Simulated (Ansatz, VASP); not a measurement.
# KAl4Zn: VASP beside Ansatz

```xyz
6
Lattice="0.0000 4.0137 4.0137 4.0137 0.0000 4.0137 4.0137 4.0137 0.0000" Properties=species:S:1:pos:R:3 pbc="T T T"
K     6.0205    6.0205    6.0205
Al    3.0119    5.0155    5.0155
Al    3.0119    3.0119    3.0119
Al    5.0155    3.0119    5.0155
Al    5.0155    5.0155    3.0119
Zn    0.0000    0.0000    0.0000
```

Change from the starting cell: species swapped into the GdLuAl4 type (F-43m, No. 216).

Alike in both runs: functional PBE; k mesh 8 × 8 × 8; occupations gaussian, width 0.1 eV; no spin polarisation.

Ansatz relaxed the structure, and its values are those at the end. VASP's run is a single point on that final structure, the one shown.

```csv
,VASP,Ansatz
version,VASP 6.6.1,Ansatz 0.2.0
potentials or method,"VASP PAW PBE potentials, release 64 (K_sv, Al, Zn)","scalar-relativistic, plane waves, PAW"
plane-wave cutoff (eV),520,420
valence electrons in the cell,33,33
```

|  | VASP | Ansatz | Ansatz less VASP |
| --- | --- | --- | --- |
| gap on the k mesh at the Fermi level (eV) | none | none | - |
| pressure (GPa) | 0.0 | 0.0 | -0.04 |

A gap of «none» marks a metal or a gap that the smearing closes.
